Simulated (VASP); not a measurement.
## MnSbSe2I: magnetic orders

Is MnSbSe2I a ferromagnet or an antiferromagnet at this level? The start is a cell from a database of measured crystal structures.

Method: PBEsol, spin-polarised, from parallel moments; plane waves and PAW (I, Sb, Se, Mn_pv), in the first sound run; inputs show where later runs differ, in VASP 6.6.1.

Most raw output is cut from this account.

## (1) The starting structure

Symmetry: C2/m, No. 12, monoclinic system. The conventional cell has a = 13.319 Å, b = 4.036 Å, c = 10.105 Å, α = 90.00°, β = 91.27°, γ = 90.00°. Nearest to I lie 2 Mn at 2.84 Å. Nearest to Sb lie 5 Se at 2.60 to 3.15 Å. Nearest to Se lie 3 Sb at 2.60 to 3.15 Å and 2 Mn at 2.78 Å. Nearest to Se lie 2 Mn at 2.66 to 2.77 Å and 2 Sb at 2.73 Å. Nearest to Mn lie 2 Se at 2.77 Å and 4 I at 2.84 Å. Nearest to Mn lie 6 Se at 2.66 to 2.78 Å. Farther neighbours and most contacts between anions are not listed.

As a file:

```xyz
10
Lattice="6.6595 -2.0179 0.0000 6.6595 2.0179 0.0000 -0.2240 0.0000 10.1025" Properties=species:S:1:pos:R:3 pbc="T T T"
I     8.2727    0.0000    9.3236
I     4.8223    0.0000    0.7789
Sb    9.3346    0.0000    3.1847
Sb    3.7604    0.0000    6.9178
Se    8.3853    0.0000    5.6046
Se    4.7098    0.0000    4.4979
Se   12.1616    0.0000    7.4960
Se    0.9334    0.0000    2.6066
Mn    0.0000    0.0000    0.0000
Mn   -0.1120    0.0000    5.0513
```

## (2) Magnetic order, start order fm, signs ++

Each run starts from other signs of the moments at the same geometry and cutoff; gentle mixing helps it keep them. Any wave vector in a name is a fraction of the reciprocal vectors of the first cell as typed.

INCAR reads:

```
SYSTEM = MnSbSe2I
PREC = Normal
ENCUT = 350
EDIFF = 1E-06
NELM = 150
ISMEAR = 0
SIGMA = 0.05
LREAL = .FALSE.
ALGO = Normal
GGA = PS
NBANDS = 47
ISPIN = 2
MAGMOM = 0 0 0 0 0 0 0 0 4 4
LMAXMIX = 4
LORBIT = 11
LWAVE = .FALSE.
LCHARG = .TRUE.
KPAR = 2
AMIX = 0.2
BMIX = 1E-04
AMIX_MAG = 0.8
BMIX_MAG = 1E-04
```

POSCAR reads:

```
MnSbSe2I
1.0
    6.6595000000     -2.0179500000      0.0000000000
    6.6595000000      2.0179500000      0.0000000000
   -0.2239658708      0.0000000000     10.1025177203
I Sb Se Mn
2 2 4 2
Direct
    0.6366400000      0.6366400000      0.9229000000
    0.3633600000      0.3633600000      0.0771000000
    0.7061500000      0.7061500000      0.3152400000
    0.2938500000      0.2938500000      0.6847600000
    0.6389000000      0.6389000000      0.5547700000
    0.3611000000      0.3611000000      0.4452300000
    0.9255800000      0.9255800000      0.7419900000
    0.0744200000      0.0744200000      0.2580100000
    0.0000000000      0.0000000000      0.0000000000
    0.0000000000      0.0000000000      0.5000000000
```

KPOINTS reads:

```
Automatic mesh
0
Gamma
5 5 2
0 0 0
```

Potentials, in the order of the species: I, Sb, Se and Mn_pv (PBE family, release 64).

Launch:

```console
> mpirun -np 2 vasp_std
```

The job ended after 2.6 min (2 MPI ranks of AMD EPYC 7R43, shared host; peak memory 0.7 GiB; 5.2 min of CPU time).

The magnetic state follows from one typed start and may not be the lowest. The gap is read on the k-mesh alone, so it is an upper bound where the band edges lie off the mesh. LASPH is off, so gradient terms of the non-spherical density inside the spheres are left out; for open d or f shells this can shift gaps and moments. The PAW data sets were made with PBE, which is usual practice but a small mismatch for other functionals.

A gap read on the k-mesh alone can miss the band edges.

This step gave:

```yaml
electronic_cycles: 18
electrons: 74
free_energy_toten: -50.3714 eV
fermi_energy: 5.107 eV
moment_of_the_cell_from_the_last_line_of_the_log: 10.000 μB
labelled_metallic_from_the_levels_on_this_mesh: no
gap_on_the_k_mesh: 0.4795 eV
least_direct_gap_on_the_k_mesh: 0.4795 eV
```

Spin moment in the PAW sphere by atom:

| atom | spin moment in the PAW sphere (μB) |
| --- | --- |
| I1 | 0.08 |
| I2 | 0.08 |
| Sb3 | 0.05 |
| Sb4 | 0.05 |
| Se5 | 0.05 |
| Se6 | 0.05 |
| Se7 | 0.04 |
| Se8 | 0.04 |
| Mn9 | 4.30 |
| Mn10 | 4.29 |

Force by atom:

| atom | x (eV/Å) | y (eV/Å) | z (eV/Å) | size |
| --- | --- | --- | --- | --- |
| I1 | -0.235 | 0.000 | 0.089 | 0.252 |
| I2 | 0.235 | 0.000 | -0.089 | 0.252 |
| Sb3 | 0.354 | 0.000 | -0.070 | 0.361 |
| Sb4 | -0.354 | 0.000 | 0.070 | 0.361 |
| Se5 | -0.261 | 0.000 | 0.199 | 0.328 |
| Se6 | 0.261 | 0.000 | -0.199 | 0.328 |
| Se7 | 0.302 | 0.000 | 0.016 | 0.302 |
| Se8 | -0.302 | 0.000 | -0.016 | 0.302 |
| Mn9 | 0.000 | 0.000 | 0.000 | 0.000 |
| Mn10 | 0.000 | 0.000 | 0.000 | 0.000 |

Spin density in the ac plane of the conventional cell at fractional y = 0.000, with atoms of I and Sb and Se and Mn within 0.2 Å of it.

Ten even steps from '0' (0.0 e/Å³) to '9' (5.8 e/Å³), each cell a mean:
```
73000000000000000000000000000000000015
10000000000000000000000000000000000001
00000000000000000000000000000000000000
00000000000000000000000000000000000000
00000000000000000000000000000000000000
00000000000000000000000000000000000000
00000000000000000000000000000000000000
00000000000000000000000000000000000000
00000000000000000000000000000000000000
00000000000000000000000000000000000000
31000000000000000000000000000000000002
94000000000000000000000000000000000027
73000000000000000000000000000000000015
10000000000000000000000000000000000001
00000000000000000000000000000000000000
00000000000000000000000000000000000000
00000000000000000000000000000000000000
00000000000000000000000000000000000000
00000000000000000000000000000000000000
00000000000000000000000000000000000000
00000000000000000000000000000000000000
00000000000000000000000000000000000000
31000000000000000000000000000000000002
94000000000000000000000000000000000027
```
Columns run along a (13.3 Å), rows up along c (10.1 Å), edges of the conventional cell, whose origin can differ from the input's. Atoms in or near the plane, at fractional coordinates: I at (0.64, 0.92), I at (0.36, 0.08), Sb at (0.71, 0.32), Sb at (0.29, 0.68), Se at (0.64, 0.55), Se at (0.36, 0.45), Se at (0.93, 0.74), Se at (0.07, 0.26), Mn at (0.00, 0.00), Mn at (0.00, 0.50).

Valence density in the ac plane of the conventional cell at fractional y = 0.000, with atoms of I and Sb and Se and Mn within 0.2 Å of it. It is the smooth field of the valence electrons, not physical close to the nuclei.

Ten steps, logarithmic in the rise over the least value, from '0' (0 e/Å³) to '9' (15 e/Å³), each cell a mean:
```
97433333333344443333344434443333333369
65333333333333333333344203443333333345
33333333333333333333344334443333333333
33333333333333333333334444433333334443
33333333333333333333333343333333344444
43333333334433333333333333333333444344
43333333343333333333333333333333444344
33333333332133333333333333333333344444
33333333333333333333333444433333334443
43333333333444333333334444443333333334
76433333333444433333344424443333333357
98533333333444444333344444443333333479
97433333333443344333334444433333333369
65333333333443344333333344433333333345
33333333333444444333333334333333333333
34444333333344433333333333323333333333
44444433333333333333333333223433333333
44334433333333333333333333334333333333
44444433333333333333333333333333333333
34444333333344443333333333333333333333
33333333333444444333333333333333333333
43333333333442244333333333333333333333
76433333333442244333333333333333333357
98533333333444444333334444433333333479
```
Columns run along a (13.3 Å), rows up along c (10.1 Å), edges of the conventional cell, whose origin can differ from the input's. Atoms in or near the plane, at fractional coordinates: I at (0.64, 0.92), I at (0.36, 0.08), Sb at (0.71, 0.32), Sb at (0.29, 0.68), Se at (0.64, 0.55), Se at (0.36, 0.45), Se at (0.93, 0.74), Se at (0.07, 0.26), Mn at (0.00, 0.00), Mn at (0.00, 0.50).

The largest moment at the end is 4.30 μB, and the moments of the cell sum to 10.00 μB.

## (3) Magnetic order, start order AFM 1, signs +-

This step: PBEsol, spin-polarised, from moments of both signs; plane waves and PAW (I, Sb, Se, Mn_pv) (VASP 6.6.1).

INCAR: that of step 2 with these lines changed.

```diff
@@ -12,3 +12,3 @@
 ISPIN = 2
-MAGMOM = 0 0 0 0 0 0 0 0 4 4
+MAGMOM = 0 0 0 0 0 0 0 0 4 -4
 LMAXMIX = 4
```

POSCAR is that of step 2.

KPOINTS is that of step 2.

Launch:

```console
> mpirun -np 2 vasp_std
```

Elapsed: 2.6 min, on 2 MPI ranks; peak memory 0.71 GiB.

This step gave:

```yaml
electronic_cycles: 17
free_energy_toten: -50.4517 eV
fermi_energy: 5.024 eV
gap_on_the_k_mesh: 0.5864 eV
least_direct_gap_on_the_k_mesh: 0.5875 eV
```

Spin moment in the PAW sphere by atom:

| atom | spin moment in the PAW sphere (μB) |
| --- | --- |
| I1 | 0.06 |
| I2 | 0.06 |
| Sb3 | -0.02 |
| Sb4 | -0.02 |
| Se5 | -0.02 |
| Se6 | -0.02 |
| Se7 | -0.01 |
| Se8 | -0.01 |
| Mn9 | 4.26 |
| Mn10 | -4.24 |

Force by atom:

| atom | x (eV/Å) | y (eV/Å) | z (eV/Å) | size |
| --- | --- | --- | --- | --- |
| I1 | -0.255 | 0.000 | 0.091 | 0.271 |
| I2 | 0.255 | 0.000 | -0.091 | 0.271 |
| Sb3 | 0.357 | 0.000 | -0.089 | 0.368 |
| Sb4 | -0.357 | 0.000 | 0.089 | 0.368 |
| Se5 | -0.314 | 0.000 | 0.185 | 0.365 |
| Se6 | 0.314 | 0.000 | -0.185 | 0.365 |
| Se7 | 0.349 | 0.000 | 0.036 | 0.351 |
| Se8 | -0.349 | 0.000 | -0.036 | 0.351 |
| Mn9 | 0.000 | 0.000 | 0.000 | 0.000 |
| Mn10 | 0.000 | 0.000 | 0.000 | 0.000 |

Spin density in the ac plane of the conventional cell at fractional y = 0.000, with atoms of I and Sb and Se and Mn within 0.2 Å of it.

Values in e/Å³, 13 rows by 16 columns, each cell a mean:
```
 1.7  0.1  0.0  0.0  0.0  0.0  0.0  0.0  0.0  0.0  0.0  0.0  0.0  0.0  0.0  1.2
 0.1  0.0  0.0  0.0  0.0  0.0  0.0  0.0  0.0  0.0  0.0  0.0  0.0  0.0  0.0  0.0
 0.0  0.0  0.0  0.0  0.0  0.0  0.0  0.0  0.0  0.0  0.0  0.0  0.0  0.0  0.0  0.0
 0.0  0.0  0.0  0.0  0.0  0.0  0.0  0.0  0.0  0.0  0.0  0.0  0.0  0.0  0.0  0.0
 0.0  0.0  0.0  0.0  0.0  0.0  0.0  0.0  0.0  0.0  0.0  0.0  0.0  0.0  0.0  0.0
-0.8 -0.1  0.0  0.0  0.0  0.0  0.0  0.0  0.0  0.0  0.0  0.0  0.0  0.0  0.0 -0.5
-3.2 -0.1  0.0  0.0  0.0  0.0  0.0  0.0  0.0  0.0  0.0  0.0  0.0  0.0 -0.1 -2.2
-0.3  0.0  0.0  0.0  0.0  0.0  0.0  0.0  0.0  0.0  0.0  0.0  0.0  0.0  0.0 -0.3
 0.0  0.0  0.0  0.0  0.0  0.0  0.0  0.0  0.0  0.0  0.0  0.0  0.0  0.0  0.0  0.0
 0.0  0.0  0.0  0.0  0.0  0.0  0.0  0.0  0.0  0.0  0.0  0.0  0.0  0.0  0.0  0.0
 0.0  0.0  0.0  0.0  0.0  0.0  0.0  0.0  0.0  0.0  0.0  0.0  0.0  0.0  0.0  0.0
 0.1  0.0  0.0  0.0  0.0  0.0  0.0  0.0  0.0  0.0  0.0  0.0  0.0  0.0  0.0  0.1
 2.6  0.1  0.0  0.0  0.0  0.0  0.0  0.0  0.0  0.0  0.0  0.0  0.0  0.0  0.0  1.7
```
Columns run along a (13.3 Å), rows up along c (10.1 Å), edges of the conventional cell, whose origin can differ from the input's. Atoms in or near the plane, at fractional coordinates: I at (0.64, 0.92), I at (0.36, 0.08), Sb at (0.71, 0.32), Sb at (0.29, 0.68), Se at (0.64, 0.55), Se at (0.36, 0.45), Se at (0.93, 0.74), Se at (0.07, 0.26), Mn at (0.00, 0.00), Mn at (0.00, 0.50).

Valence density in the ac plane of the conventional cell at fractional y = 0.000, with atoms of I and Sb and Se and Mn within 0.2 Å of it. It is the smooth field of the valence electrons, not physical close to the nuclei.

Ten steps, logarithmic in the rise over the least value, from '0' (0 e/Å³) to '9' (15 e/Å³), each cell a mean:
```
97433333333344443333344434443333333369
65333333333333333333344203443333333346
33333333333333333333344334443333333333
33333333333333333333334444433333334443
33333333333333333333333343333333344444
43333333334433333333333333333333444344
43333333343333333333333333333333444344
33333333332133333333333333333333344444
33333333333333333333333444433333334443
43333333333444333333334444443333333334
76433333333444433333344424443333333357
98533333333444444333344444443333333479
97433333333443344333334444433333333369
65333333333443344333333344433333333345
33333333333444444333333334333333333333
34444333333344433333333333323333333333
44444433333333333333333333223433333333
44334433333333333333333333334333333333
44444433333333333333333333333333333333
34444333333344443333333333333333333333
33333333333444444333333333333333333333
43333333333442244333333333333333333333
76433333333442244333333333333333333357
98533333333444444333334444433333333479
```
Columns run along a (13.3 Å), rows up along c (10.1 Å), edges of the conventional cell, whose origin can differ from the input's. Atoms in or near the plane, at fractional coordinates: I at (0.64, 0.92), I at (0.36, 0.08), Sb at (0.71, 0.32), Sb at (0.29, 0.68), Se at (0.64, 0.55), Se at (0.36, 0.45), Se at (0.93, 0.74), Se at (0.07, 0.26), Mn at (0.00, 0.00), Mn at (0.00, 0.50).

The largest moment at the end is 4.26 μB, and the moments of the cell sum to 0.00 μB.

## (4) No spin polarisation

This step: PBEsol, no spin polarisation; plane waves and PAW (I, Sb, Se, Mn_pv) (VASP 6.6.1).

A run without spin shows what magnetism as such gains.

INCAR: that of step 3 with these lines changed.

```diff
@@ -11,8 +11,5 @@
 NBANDS = 47
-ISPIN = 2
-MAGMOM = 0 0 0 0 0 0 0 0 4 -4
-LMAXMIX = 4
 LORBIT = 11
 LWAVE = .FALSE.
-LCHARG = .TRUE.
+LCHARG = .FALSE.
 KPAR = 2
```

POSCAR is that of step 3.

KPOINTS is that of step 3.

Launch:

```console
> mpirun -np 2 vasp_std
```

Elapsed: 2.2 min, on 2 MPI ranks; peak memory 0.53 GiB; 4.4 min of CPU time.

This run has no spin polarisation, so a moment on Mn, if there is one, isn't seen. The k-mesh is coarse for a metal.

This step gave:

```
electronic cycles                               : 33
free energy (TOTEN)                             : -45.80 eV
energy at zero smearing                         : -45.77 eV
Fermi energy                                    : 4.925 eV
labelled metallic, from the levels on this mesh : yes
```

Force by atom:

| atom | x (eV/Å) | y (eV/Å) | z (eV/Å) | size |
| --- | --- | --- | --- | --- |
| I1 | -1.28 | 0.00 | 0.69 | 1.45 |
| I2 | 1.28 | 0.00 | -0.69 | 1.45 |
| Sb3 | 0.36 | 0.00 | -0.35 | 0.50 |
| Sb4 | -0.36 | 0.00 | 0.35 | 0.50 |
| Se5 | -1.38 | 0.00 | -0.23 | 1.40 |
| Se6 | 1.38 | 0.00 | 0.23 | 1.40 |
| Se7 | 0.92 | 0.00 | -0.07 | 0.92 |
| Se8 | -0.92 | 0.00 | 0.07 | 0.92 |
| Mn9 | 0.00 | 0.00 | 0.00 | 0.00 |
| Mn10 | 0.00 | 0.00 | 0.00 | 0.00 |

Energy at zero smearing: -45.77405 eV.

## (5) Summary

This step: collinear magnetic orders, PBEsol; plane waves and PAW (VASP 6.6.1).

No new run; the numbers come from the runs before.

This step gave:

* mean moment in the lowest run: 4.249 μB

Orders, by row:

| order | signs | energy above the lowest (meV/magnetic atom) | total moment (μB) | mean moment on carriers (μB) | gap on the mesh (eV) | signs at the end, of the atoms given a moment |
| --- | --- | --- | --- | --- | --- | --- |
| fm | ++ | 40.13 | 10 | 4.293 | 0.4795 | ++ |
| afm 1 | +- | 0 | -5.00e-6 | 4.25 | 0.5864 | +- |
| nm |  | 2339 | 0 | 0 | 0 | - |

## (6) Outcome

* mean moment in the lowest run: 4.25 μB

In words: The lowest run started as afm 1 and holds 4.25 μB on average over the atoms that were given a moment; the next state, from fm, lies 40.1 meV a magnetic atom higher. It ends with the signs +- and a net moment of 0.00 μB a cell: opposed moments that cancel. No other collinear orders were tried, and their comparison leaves spin-orbit coupling out.

[Lines on the potential files, build, host, timing and source positions are cut from VASP's logs without a mark.]

[Logs are printed without paths, hosts, clocks, repeated set-up lines and the standing remarks that a program may print on its own settings, such as how far it seeks lower states.]

[Hosts, paths, dates, database ids (printed as entryN), source tags and the programs' standing remarks are cut or masked in the printed files.]

[In band tables of VASP the shares of atoms and orbitals are scaled to a sum of 1 inside the atoms' spheres.]

[Runs that stopped without an error message from VASP are left out.]
